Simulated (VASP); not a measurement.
## Ba2Tl5V3O12 under changes of volume

One of the cells (18.478 Å³/atom); the others are scaled copies at fixed shape and fractional positions:

```
Ba V Tl O
1.0
     8.20821    0.00000    0.00000
    -4.10411    7.10853    0.00000
     0.00000    0.00000    6.96712
Ba V Tl O
2 3 5 12
Cartesian
  0.0000 0.0000 1.6409
  0.0000 0.0000 5.3262
  4.1041 0.0000 0.0000
  -2.0521 3.5543 0.0000
  2.0521 3.5543 0.0000
  4.1041 0.0000 3.4836
  -2.0521 3.5543 3.4836
  2.0521 3.5543 3.4836
  0.0000 4.7390 1.5668
  4.1041 2.3695 5.4003
  1.3727 2.4406 5.6743
  1.3041 7.0770 5.6743
  -2.6768 4.6994 5.6743
  1.4273 2.4091 1.2928
  5.4768 4.6679 1.2928
  5.4082 0.0316 1.2928
  2.7314 4.6679 1.2928
  2.8000 0.0316 1.2928
  6.7809 2.4091 1.2928
  2.6768 4.6994 5.6743
  -1.3727 2.4406 5.6743
  -1.3041 7.0770 5.6743
```

The cell was built by a generator and needn't be a form met in nature.

* Program: VASP 6.6.1
* Functional: PBE
* Potentials or basis: VASP PAW PBE potentials, release 64 (Ba_sv, V_sv, Tl_d, O)
* Cutoff: 520 eV
* k mesh: 4 × 4 × 4
* Occupations: fermi-dirac, width 0.05 eV
* Spin: collinear spin, ferromagnetic start
* Starting moments: [0.0, 0.0, 2.0, 2.0, 2.0, 0.0, 0.0, 0.0, 0.0, 0.0, 0.0, 0.0, 0.0, 0.0, 0.0, 0.0, 0.0, 0.0, 0.0, 0.0, 0.0, 0.0] μB

| volume (Å³/atom) | energy over the lowest point (meV/atom) | pressure (GPa) | largest force (eV/Å) |
| --- | --- | --- | --- |
| 17.029 | ? | ? | ? |
| 17.391 | 12.80 | 4.8 | 0.592 |
| 17.754 | 4.07 | 2.7 | 0.289 |
| 18.478 | 0.00 | -1.0 | 0.262 |
| 18.840 | 3.71 | -2.5 | 0.505 |
| 19.203 | 10.72 | -3.9 | 0.731 |

Q: What does the run at 17.029 Å³/atom give?

A: Energy over the lowest point 26.77 meV/atom; pressure 7.3 GPa; largest force 0.921 eV/Å.

Worked out: A Birch-Murnaghan fit of order 3 (a polynomial in V^(-2/3)) to the other rows has its minimum at 18.29 Å³/atom with B0 = V·E''(V) = 87 GPa and B' = 4.7 at fixed shape and positions, which overstates the stiffness. It gives 26.68 meV/atom at 17.029 Å³/atom, against the run's 26.77, and -dE/dV = 7.4 GPa, against 7.3.

Energies are extrapolated to zero smearing.
